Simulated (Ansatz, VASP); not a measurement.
## Au (Au(110)): VASP beside Ansatz

Wanted: the spread between two codes on one cell, functional and k mesh.

Main program and level: Ansatz 0.2.0; plane waves, with VASP 6.6.1 beside it; single point at PBE, single point at PBEsol and single point at r2SCAN.

**1. The starting structure**

The cell holds 7 atoms: 7 Au. Its edges and angles: a = 4.080 Å, b = 2.885 Å, c = 26.655 Å, α = 90.0°, β = 90.0°, γ = 90.0°. Vacuum lies along c.

Coordinates:

```xyz
7
Lattice="4.0800 0.0000 0.0000 0.0000 2.8850 0.0000 0.0000 0.0000 26.6550" Properties=species:S:1:pos:R:3
Au    0.0000    0.0000    9.0000
Au    2.0400    1.4425   10.4425
Au    0.0000    0.0000   11.8850
Au    2.0400    1.4425   13.3275
Au    0.0000    0.0000   14.7700
Au    2.0400    1.4425   16.2125
Au    0.0000    0.0000   17.6550
```

**2. VASP: single point, PBE**

A single point gives forces, pressure and levels at one fixed geometry, so differences don't come from the geometry; what else differs is listed under the comparison.

Lines of VASP's logs that name or quote its potential files are left out, and so is its time.

Input file INCAR:

```
SYSTEM = Au
PREC = Normal
ENCUT = 350
EDIFF = 1E-06
NELM = 120
ISMEAR = 1
SIGMA = 0.1
LREAL = .FALSE.
ALGO = Normal
GGA = PE
NBANDS = 47
LORBIT = 11
LWAVE = .FALSE.
LCHARG = .FALSE.
KPAR = 2
NCORE = 2
IDIPOL = 3
LDIPOL = .TRUE.
DIPOL = 0.5 0.5 0.5
LVHAR = .TRUE.
LVACPOTAV = .TRUE.
```

Input file POSCAR:

```
Au
1.0
    4.0800000000      0.0000000000      0.0000000000
    0.0000000000      2.8849956672      0.0000000000
    0.0000000000      0.0000000000     26.6549870017
Au
7
Direct
    0.0000000000      0.0000000000      0.3376478855
    0.5000000000      0.5000000000      0.3917652570
    0.0000000000      0.0000000000      0.4458826285
    0.5000000000      0.5000000000      0.5000000000
    0.0000000000      0.0000000000      0.5541173715
    0.5000000000      0.5000000000      0.6082347430
    0.0000000000      0.0000000000      0.6623521145
```

Input file KPOINTS:

```
Automatic mesh
0
Gamma
3 6 1
0 0 0
```

Potentials, in the order of the species: Au (PBE family, release 64).

Launch:

```sh
> mpirun -np 4 vasp_std
```

Numbers of over 12 decimals in the logs are rounded to 6 here.

The log of the run:

```text
[banner, memory and clock lines left out]
running    4 mpi-ranks, on    1 nodes
 distrk:  each k-point on    2 cores,    2 groups
 distr:  one band on    2 cores,    1 groups

 POSCAR found type information on POSCAR Au
 POSCAR found :  1 types and       7 ions
 LDA part: xc-table for (Slater+PW92), standard interpolation
 POSCAR, INCAR and KPOINTS ok, starting setup
 FFT: planning ... GRIDC
 FFT: planning ... GRID_SOFT
 FFT: planning ... GRID
 WAVECAR not read
 entering main loop
       N       E                     dE             d eps       ncg     rms          rms(c)
DAV:   1     0.441433395247E+03    0.44143E+03   -0.28157E+04   760   0.102E+03
DAV:   2     0.769350220017E+00   -0.44066E+03   -0.41398E+03   908   0.247E+02
DAV:   3    -0.221092236221E+02   -0.22879E+02   -0.21620E+02   843   0.533E+01
DAV:   4    -0.226930155059E+02   -0.58379E+00   -0.58071E+00   956   0.867E+00
DAV:   5    -0.227070601389E+02   -0.14045E-01   -0.14037E-01   907   0.127E+00    0.215E+01
DAV:   6    -0.210682361689E+02    0.16388E+01   -0.51117E+00   837   0.149E+01    0.152E+01
DAV:   7    -0.212389495185E+02   -0.17071E+00   -0.25154E+00   830   0.158E+01    0.517E+00
DAV:   8    -0.209498306182E+02    0.28912E+00   -0.14122E+00   818   0.163E+01    0.282E+00
DAV:   9    -0.209000384962E+02    0.49792E-01   -0.16862E-01   824   0.389E+00    0.563E-01
DAV:  10    -0.208963539978E+02    0.36845E-02   -0.22816E-02   906   0.115E+00    0.198E-01
DAV:  11    -0.208963259037E+02    0.28094E-04   -0.12574E-03   853   0.202E-01    0.139E-01
DAV:  12    -0.208963475663E+02   -0.21663E-04   -0.20388E-04   862   0.107E-01    0.618E-02
DAV:  13    -0.208963784331E+02   -0.30867E-04   -0.53855E-05   861   0.687E-02    0.180E-02
DAV:  14    -0.208964033216E+02   -0.24888E-04   -0.13995E-05   832   0.308E-02    0.674E-03
DAV:  15    -0.208964306566E+02   -0.27335E-04   -0.30076E-06   598   0.869E-03    0.383E-03
DAV:  16    -0.208964455772E+02   -0.14921E-04   -0.12176E-06   565   0.732E-03    0.206E-03
DAV:  17    -0.208964585131E+02   -0.12936E-04   -0.61718E-07   550   0.407E-03    0.714E-04
DAV:  18    -0.208964764350E+02   -0.17922E-04   -0.17403E-06   560   0.286E-03    0.541E-04
DAV:  19    -0.208964814455E+02   -0.50105E-05   -0.33809E-07   550   0.137E-03    0.461E-04
DAV:  20    -0.208964832817E+02   -0.18362E-05   -0.10982E-07   498   0.951E-04    0.266E-04
DAV:  21    -0.208964835820E+02   -0.30033E-06   -0.25884E-08   503   0.517E-04
|                                                                             |
|           W    W    AA    RRRRR   N    N  II  N    N   GGGG   !!!           |
|           W    W   A  A   R    R  NN   N  II  NN   N  G    G  !!!           |
|           W    W  A    A  R    R  N N  N  II  N N  N  G       !!!           |
|           W WW W  AAAAAA  RRRRR   N  N N  II  N  N N  G  GGG   !            |
|           WW  WW  A    A  R   R   N   NN  II  N   NN  G    G                |
|           W    W  A    A  R    R  N    N  II  N    N   GGGG   !!!           |
|                                                                             |
|     Did not find any points to average over, which means that no vacuum     |
|     field-free region was found. Please increase the size of  your cell     |
|     in the dimension of the dipole correction to obtain accurate            |
|     workfunction values.                                                    |
|                                                                             |

   1 F= -.20896484E+02 E0= -.20893888E+02  d E =-.778701E-02
```

From OUTCAR (step 2):

```text
ion  position               nearest neighbor table
   1  0.000  0.000  0.338-   2 2.88   2 2.88   2 2.88   2 2.88   3 2.88
   2  0.500  0.500  0.392-   3 2.88   3 2.88   3 2.88   3 2.88   1 2.88   1 2.88   1 2.88   1 2.88
                             4 2.88
   3  0.000  0.000  0.446-   2 2.88   4 2.88   2 2.88   4 2.88   2 2.88   4 2.88   2 2.88   4 2.88
                             5 2.88   1 2.88
   4  0.500  0.500  0.500-   3 2.88   5 2.88   3 2.88   5 2.88   3 2.88   5 2.88   3 2.88   5 2.88
                             2 2.88   6 2.88
   5  0.000  0.000  0.554-   4 2.88   6 2.88   4 2.88   6 2.88   4 2.88   6 2.88   4 2.88   6 2.88
                             3 2.88   7 2.88
   6  0.500  0.500  0.608-   5 2.88   5 2.88   5 2.88   5 2.88   7 2.88   7 2.88   7 2.88   7 2.88
                             4 2.88
   7  0.000  0.000  0.662-   6 2.88   6 2.88   6 2.88   6 2.88   5 2.88

  LATTYP: Found a simple orthorhombic cell.
 ALAT       =     2.8849956672
 B/A-ratio  =     1.4142135624
 C/A-ratio  =     9.2391774812

 Subroutine GETGRP returns: Found  8 space group operations
 (whereof  8 operations were pure point group operations)

The static configuration has the point symmetry D_2h.

 Found      8 irreducible k-points:

   k-points           NKPTS =      8   k-points in BZ     NKDIM =      8   number of bands    NBANDS=     47

   dimension x,y,z NGX =    20 NGY =   14 NGZ =  126
   dimension x,y,z NGXF=    40 NGYF=   28 NGZF=  252

   ENCUT  =  350.0 eV  25.72 Ry    5.07 a.u.   6.22  4.40 40.66*2*pi/ulx,y,z

   NELECT =      77.0000    total number of electrons

 k-points in reciprocal lattice and weights: Automatic mesh
   0.00000000  0.00000000  0.00000000       0.056
   0.33333333  0.00000000  0.00000000       0.111
   0.00000000  0.16666667  0.00000000       0.111
   0.33333333  0.16666667  0.00000000       0.222
   0.00000000  0.33333333  0.00000000       0.111
   0.33333333  0.33333333  0.00000000       0.222
   0.00000000  0.50000000  0.00000000       0.056
   0.33333333  0.50000000  0.00000000       0.111

 dipolmoment           0.000000      0.000000     -0.000000 electrons x Angstroem

 average (electrostatic) potential at core
       1 -72.4871       2 -73.0896       3 -73.1159       4 -73.1590       5 -73.1159
       6 -73.0896       7 -72.4871

 E-fermi :   0.4087

 k-point     1 :       0.0000    0.0000    0.0000
  band No.  band energies     occupation
    ...
     35      -1.5641      2.00000
     36      -1.5001      2.00000
     37      -1.3513      2.00000
     38      -1.1816      2.00000
     39      -0.7107      2.00000
     40       0.8395     -0.00000
     41       2.4717      0.00000
     42       2.8653      0.00000
     43       4.5621      0.00000
     44       4.6459      0.00000
    ...

 k-point     2 :       0.3333    0.0000    0.0000
  band No.  band energies     occupation
    ...
     37      -1.3969      2.00000
     38      -1.3746      2.00000
     39      -1.2505      2.00000
     40      -0.5515      2.00000
     41       0.2332      2.03248
     42       1.5240     -0.00000
     43       1.5925     -0.00000
     44       2.6640      0.00000
     45       5.0917      0.00000
     46       5.8981      0.00000
    ...

 k-point     3 :       0.0000    0.1667    0.0000
  band No.  band energies     occupation
    ...
     35      -1.6710      2.00000
     36      -1.5976      2.00000
     37      -1.3148      2.00000
     38      -1.1846      2.00000
     39      -0.4545      2.00000
     40       1.3601     -0.00000
     41       3.4858      0.00000
     42       4.0982      0.00000
     43       5.1385      0.00000
     44       5.5929      0.00000
    ...

  Total        3.7630062     -0.3863975      4.0253944      0.0000000      0.0000000      0.0000000
  in kB       19.2159436     -1.9731546     20.5558393      0.0000000      0.0000000      0.0000000
  external PRESSURE =      12.5995428 kB  Pullay stress =       0.0000000 kB

  energy-cutoff  :      350.00
  volume of cell :      313.75
      direct lattice vectors                 reciprocal lattice vectors
     4.080000000  0.000000000  0.000000000     0.245098039  0.000000000  0.000000000
     0.000000000  2.884995667  0.000000000     0.000000000  0.346620971  0.000000000
     0.000000000  0.000000000 26.654987002     0.000000000  0.000000000  0.037516432

 POSITION                                       TOTAL-FORCE (eV/Angst)
 -----------------------------------------------------------------------------------
      0.00000      0.00000      9.00000         0.000000      0.000000     -0.170083
      2.04000      1.44250     10.44250         0.000000      0.000000     -0.523224
      0.00000      0.00000     11.88500        -0.000000     -0.000000     -0.043332
      2.04000      1.44250     13.32749        -0.000000      0.000000      0.000000
      0.00000      0.00000     14.76999        -0.000000      0.000000      0.043332
      2.04000      1.44250     16.21249        -0.000000      0.000000      0.523224
      0.00000      0.00000     17.65499        -0.000000     -0.000000      0.170083
 -----------------------------------------------------------------------------------
    total drift:                               -0.000000      0.000000      0.000000

  FREE ENERGIE OF THE ION-ELECTRON SYSTEM (eV)
  ---------------------------------------------------
  free  energy   TOTEN  =       -20.8964835820 eV

  energy  without entropy=      -20.8886965761  energy(sigma->0) =      -20.89388791

 vacuum level on the upper side and lower side of the slab         5.479         5.479

 total charge
# of ion       s       p       d       tot
------------------------------------------
    1        0.571   0.204   8.792   9.566
    2        0.541   0.326   8.755   9.623
    3        0.542   0.347   8.776   9.665
    4        0.531   0.355   8.775   9.662
    5        0.542   0.347   8.776   9.665
    6        0.541   0.326   8.755   9.623
    7        0.571   0.204   8.792   9.566
--------------------------------------------------
tot          3.839   2.110  61.421  67.369

[... 3 further parts left out ...]
```

This run has no spin polarisation. Its electron count is odd, so without a moment it is a metal by construction.

**3. Ansatz: single point, PBE**

Ansatz runs on its default PAW (the set named soft_2) files.

The same cell, functional, mesh and smearing now go to Ansatz, which takes its cutoff from its data sets.

Input file input.yaml:

```yaml
crystal:
  lattice:
    - [4.08, 0.0, 0.0]
    - [0.0, 2.8849956672, 0.0]
    - [0.0, 0.0, 26.6549870017]
  atoms:
    - { symbol: Au, position: [0.0, 0.0, 0.3376478855] }
    - { symbol: Au, position: [0.5, 0.5, 0.391765257] }
    - { symbol: Au, position: [0.0, 0.0, 0.4458826285] }
    - { symbol: Au, position: [0.5, 0.5, 0.5] }
    - { symbol: Au, position: [0.0, 0.0, 0.5541173715] }
    - { symbol: Au, position: [0.5, 0.5, 0.608234743] }
    - { symbol: Au, position: [0.0, 0.0, 0.6623521145] }
hamiltonian:
  xc: pbe
  pseudopotentials: { kind: paw }
kpoints:
  mp_grid: { grid: [3, 6, 1] }
scf:
  occupations: { method: methfessel_paxton, width: 0.1 }
  n_extra_bands: 5
efield:
  axis: 3
  dipole_correction: true
  ramp_width: 0.04
output:
  forces: true
  eigenvalues: true
  write_density: true
  write_potential: true
  elf: true
  volumetric_format: npy
```

Launch:

```sh
> ansatz run input.yaml --threads 4 --pin off --max-ram 9216MiB --backend cpu --events-out ev --progress --plain --runs-dir out
```

The log of the run:

```text
scf.n_extra_bands = 5 over 67 filled bands (N_el = 133.0): the run solves 72 bands
Engine: ansatz 0.2.0, aarch64-unknown-linux-gnu
Pseudopotentials: kind: paw
Pseudopotential: Au, paw, valence charge 19, recommended cutoff 420 eV (normal), Au.paw.azcp
Functional definition: PBE
  parameter kappa = 0.804
  parameter beta = 0.066725
  exchange = pbe_x(kappa = kappa, mu = beta*pi^2/3)
  correlation = pbe_c(beta = beta)
Crystal: 7 atoms, lattice volume = 313.750 Å³
Basis set: ecut = 420 eV, 6129 PW (Γ), exchange–correlation on 60×40×360 points (8 copies of the dense FFT grid, shifted against one another)
Bands: 72, of which v1, the nominal top of the filled ones, is band 67 counted from 1 (66 counted from 0)
Symmetry: 4 space group operations
k-points: 8 of 18
Non-local potential: Au, projectors of the file, l = 0: 3, l = 1: 2, l = 2: 2, l = 3: 1
PAW form: soft (Blöchl's): semilocal exchange-correlation on the pseudo side does not see the compensation charge
PAW one-centre angular grid: Au, 590 points (default); XC on 64 Gauss nodes
Initial density: superposition of atomic densities (neutral atoms: chi_scale 0, normalization atom), corrected by the library's trained network
Initial wavefunctions: pseudopotential atomic-orbital guess
Functional: x = pbe(κ = 0.804, μ = 0.219515), c = pbe(β = 0.066725)
SCF iter   1: F=—  HF=-92043.650534 eV  |F-HF|=—  |Δ(HF+E_count)|=         —  Δρ=4.04e-3  dr2=5.81e-1  ethr=1.77e-3  p=-0.000 e·Å  D=-1.83e-14 V/Å  ΔV_dip=0.00 eV  dr2_dipole=4.68e-8  V_vac-E_F(+/−)=4.54/4.54 eV  ⟨swp⟩=6.5  Hψ=2353  notcnv=0
efield: sawtooth ramp at fractional position 0.9800 (placed from the atoms, in the widest stretch of the axis that holds none; the zero of the levels goes with the place), width 0.0400; the density the first Hamiltonian is built on has a dipole p = -0.000 e·Å; the dipole correction subtracts the counter field D = -1.83e-14 V/Å, which shifts the + side's vacuum level by +0.00 eV against the − side's; the planar-averaged density in the ramp window peaks in size at 8.0e-6 e/Å³
preconditioner: auto → LDOS  [metal: Δε(μ)=0.021 eV  Ē_g=6.317 eV  σ=0.100 eV  W_gap=0.18  n_scr=64 (ndim 8)  ℏωp=18.4 eV  f_vac=0.570  D(μ)=6.52/eV (n_scr^D=34)  β→1.0]
SCF iter   2: F=—  HF=-92043.631778 eV  |F-HF|=—  |Δ(HF+E_count)|=   1.88e-2  S|Δr|=    0.00e0  Δρ=2.98e-3  dr2=5.05e-2  ethr=4.37e-4  p=-0.000 e·Å  D=-1.35e-6 V/Å  ΔV_dip=0.00 eV  dr2_dipole=4.39e-9  V_vac-E_F(+/−)=5.02/5.02 eV  ⟨swp⟩=2.4  Hψ=934  notcnv=0  defer=7
SCF iter   3: F=—  HF=-92043.628027 eV  |F-HF|=—  |Δ(HF+E_count)|=   3.75e-3  S|Δr|=    0.00e0  Δρ=1.46e-3  dr2=3.71e-2  ethr=3.80e-5  p=-0.000 e·Å  D=-3.23e-6 V/Å  ΔV_dip=0.00 eV  dr2_dipole=7.35e-9  V_vac-E_F(+/−)=5.00/5.00 eV  ⟨swp⟩=2.0  Hψ=926  notcnv=0  defer=7
SCF iter   4: F=—  HF=-92043.624302 eV  |F-HF|=—  |Δ(HF+E_count)|=   3.73e-3  S|Δr|=    0.00e0  Δρ=4.90e-4  dr2=3.40e-3  ethr=2.79e-5  p=-0.000 e·Å  D=-1.31e-6 V/Å  ΔV_dip=0.00 eV  dr2_dipole=5.36e-9  V_vac-E_F(+/−)=5.08/5.08 eV  ⟨swp⟩=2.0  Hψ=779  notcnv=0  defer=7
SCF iter   5: F=—  HF=-92043.624096 eV  |F-HF|=—  |Δ(HF+E_count)|=   2.06e-4  S|Δr|=    0.00e0  Δρ=2.33e-4  dr2=3.89e-4  ethr=2.56e-6  p=-0.000 e·Å  D=-1.18e-6 V/Å  ΔV_dip=0.00 eV  dr2_dipole=2.63e-9  V_vac-E_F(+/−)=5.09/5.09 eV  ⟨swp⟩=2.0  Hψ=846  notcnv=0  defer=7
SCF iter   6: F=—  HF=-92043.624074 eV  |F-HF|=—  |Δ(HF+E_count)|=   2.14e-5  S|Δr|=    0.00e0  Δρ=1.22e-4  dr2=9.75e-5  ethr=2.92e-7  p=-0.000 e·Å  D=-1.19e-6 V/Å  ΔV_dip=0.00 eV  dr2_dipole=1.16e-9  V_vac-E_F(+/−)=5.08/5.08 eV  ⟨swp⟩=2.0  Hψ=796  notcnv=0  defer=7
SCF iter   7: F=—  HF=-92043.624104 eV  |F-HF|=—  |Δ(HF+E_count)|=   2.91e-5  S|Δr|=    0.00e0  Δρ=3.97e-5  dr2=1.46e-5  ethr=7.33e-8  p=-0.000 e·Å  D=-6.60e-7 V/Å  ΔV_dip=0.00 eV  dr2_dipole=4.87e-10  V_vac-E_F(+/−)=5.07/5.07 eV  ⟨swp⟩=2.0  Hψ=834  notcnv=0  defer=2
SCF iter   8: F=—  HF=-92043.624105 eV  |F-HF|=—  |Δ(HF+E_count)|=   1.31e-6  S|Δr|=    0.00e0  Δρ=1.98e-5  dr2=1.96e-6  ethr=1.10e-8  p=-0.000 e·Å  D=-5.20e-7 V/Å  ΔV_dip=0.00 eV  dr2_dipole=1.97e-10  V_vac-E_F(+/−)=5.07/5.07 eV  ⟨swp⟩=2.0  Hψ=871  notcnv=0  defer=2
SCF iter   9: F=—  HF=-92043.624105 eV  |F-HF|=—  |Δ(HF+E_count)|=   6.51e-7  S|Δr|=    0.00e0  Δρ=8.98e-6  dr2=4.58e-7  ethr=1.47e-9  p=-0.000 e·Å  D=-2.29e-7 V/Å  ΔV_dip=0.00 eV  dr2_dipole=8.87e-11  V_vac-E_F(+/−)=5.07/5.07 eV  ⟨swp⟩=2.2  Hψ=880  notcnv=0  defer=2
SCF iter  10: F=-92043.624106 eV  HF=-92043.624106 eV  |F-HF|=2.15e-8  |Δ(HF+E_count)|=   3.15e-7  S|Δr|=    0.00e0  Δρ=4.21e-6  dr2=8.37e-8  ethr=7.52e-11  p=-0.000 e·Å  D=-2.02e-7 V/Å  ΔV_dip=0.00 eV  dr2_dipole=3.63e-11  V_vac-E_F(+/−)=5.07/5.07 eV  ⟨swp⟩=14.4  Hψ=5327  notcnv=0
SCF 1 converged in 10 iterations: F = -92043.624106 eV  dr2 = 8.37e-8
  greatest PAW one-centre occupation: 1.000 electrons in one spin orbital (limit 2), on the Au atom at site 1 (counted from 0), in its partial waves of l = 0
WARN: The input density's exchange-correlation potential varies sharply where the density is thin. Do not read a vacuum level from v_tot or v_xc, or from such a field of the output density. On a cell that repeats whose density bears no net charge and no dipole along the vacuum's axis use v_es (v_loc + v_h of the components); under efield.dipole_correction with no amplitude use v_es + v_field, which holds any external [...]
SCF converged after 10 iterations
Stability not checked: this state was not tested for a lower state beside it, because cold or Methfessel-Paxton smearing, or corrected tetrahedra, fill the levels in a way that the test cannot read (fill_not_monotonic; see scf.lower_state_search)
Free energy (F): -92043.624106 eV
Harris-Foulkes:  -92043.624106 eV  (|F-HF|=2.15e-8)
Internal energy: -92043.616157 eV  (E = F + TS)
E sigma→0 (E₀):  -92043.622119 eV
Entropy (-TS):   -0.007949 eV (-1.136 meV/atom)
Fermi energy:    4.659475 eV
Dipole field:    D = 0.000006 V/Å  (p = 0.000011 e·Å, saw-weighted, corrected)
Work function:   Φ+ = 5.0717 eV   Φ− = 5.0718 eV
Levels:          The Fermi level and band energies are counted from a zero that moves with the ramp; work functions are not
--- Per-component energies (eV) ---
  E_band       = -3533.233896
  E_kinetic    = 4234.036173
  E_local      = -246398.343456  (includes V_loc(G=0)·N_el)
  E_nonlocal   = 520.867997
  E_hartree    = 121283.458289
  E_xc         = -1593.799547
  E_vxc        = -1923.294751  (∫ρ·V_xc dr)
  E_paw        = -67948.380745  (= ΣΔE_a)
  E_vpaw       = -2533.413956  (= ΣTr[D̂ρ^β])
  E_aug_tail   = 0.010335  (compensation charges beyond the density's cutoff)
  E_efield     = 0.000000  (sawtooth field / dipole correction)
  E_vefield    = 0.000000  (∫n·V_field dr)
  E_ewald      = 97858.534798
  E_smearing   = -0.007949  (= −TS)
  E_closure    = 0.000000  (closes the sum)
  Σ components = -92043.624106   (vs F -92043.624106, Δ=0.00e0)
--- Forces (eV/Å), atoms counted from 1 ---
  atom   1  Au    -0.00000000    -0.00000000    -0.17626441
  atom   2  Au    -0.00000000     0.00000000    -0.52685671
  atom   3  Au     0.00000000    -0.00000000    -0.04626733
  atom   4  Au     0.00000000     0.00000000     0.00000026
  atom   5  Au    -0.00000000     0.00000000     0.04626838
  atom   6  Au    -0.00000000     0.00000000     0.52685661
  atom   7  Au    -0.00000000     0.00000000     0.17626496
  max |Σ_I F_I| component: 1.76e-6 eV/Å
--- Band table (eV; the first three rows and the last of 8) ---
  k-point 0: bands = [... 63 lower, 2.7534, 2.9072, 3.0769, 3.5385, 5.0910, 6.7083, 7.1147, 8.8047, ... 1 higher]
  k-point 1: bands = [... 63 lower, 2.6531, 2.9415, 3.0735, 3.7946, 5.6109, 7.7360, 8.3412, 9.3906, ... 1 higher]
  k-point 2: bands = [... 63 lower, 2.7313, 2.9781, 3.0539, 4.6385, 6.9094, 7.5948, 8.6420, 9.1088, ... 1 higher]
  k-point 7: bands = [... 63 lower, 4.6817, 4.7853, 5.9846, 6.0938, 7.3636, 7.5226, 8.6578, 8.7029, ... 1 higher]
```

Elapsed: 5.7 s, on 4 threads of Arm Neoverse V2, shared host; peak memory 0.77 GiB.

In the SCF lines HF is the Harris–Foulkes energy and dr2 the Hartree energy of the density residual, in eV; the loop may stop once dr2 is under the threshold and the program's other checks hold. Hψ counts applications of the Hamiltonian.

[end of part 1 of 2]

[Lines on the potential files, build, host, timing and source positions are cut from VASP's logs without a mark.]

[Logs are printed without paths, hosts, clocks, repeated set-up lines and the standing remarks that a program may print on its own settings, such as how far it seeks lower states.]

[Hosts, paths, dates, database ids (printed as entryN), source tags and the programs' standing remarks are cut or masked in the printed files.]
